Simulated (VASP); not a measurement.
A convergence study with VASP on SrO (space group no. 225 when undisturbed): one setting is varied, all else stays as given below, so the limit is that of these other settings. One atom is moved off its site, so that forces are finite.

```
CELL_PARAMETERS angstrom
      0.00000     2.56710     2.56710
      2.56710     0.00000     2.56710
      2.56710     2.56710     0.00000
ATOMIC_POSITIONS crystal
  Sr 0.00974 0.00974 0.99026
  O  0.50000 0.50000 0.50000
```

Method: PBEsol GGA, VASP's PBE PAW potentials (set 64) (plane waves; VASP 6.6.1). The tightest run used: 400 eV cut-off, 18×18×18 Γ-centred mesh, Fermi-Dirac smearing of 0.050 eV, potentials Sr_sv O.

Gaps are read on the run's mesh, which can miss a band edge.

```json
[
 {"setting": "2×2×2 mesh", "E (eV/atom)": "-6.2256", "pressure (GPa)": "-2.35", "gap on the mesh (eV)": "2.944", "irreducible k-points": "4"},
 {"setting": "3×3×3 mesh", "E (eV/atom)": "-6.3107", "pressure (GPa)": "-2.90", "gap on the mesh (eV)": "3.655", "irreducible k-points": "6"},
 {"setting": "4×4×4 mesh", "E (eV/atom)": "-6.3221", "pressure (GPa)": "-3.04", "gap on the mesh (eV)": "3.162", "irreducible k-points": "13"}
]
```

Task: These are the cheaper rows. Estimate the results at 18×18×18 mesh, and how far the last row shown lies from them.

Result: 
```tsv
quantity	tightest run	last row shown is off by
E (eV/atom)	-6.3250	0.0029
pressure (GPa)	-3.02	-0.02
gap on the mesh (eV)	3.168	-0.006
```

Left out are rungs that failed or repeat a setting and relaxations that didn't move; long series are thinned to 24 rows.

The structure is a typed SrO crystal (space group no. 225). The cell was not relaxed at this level, it is distorted from the ideal structure.
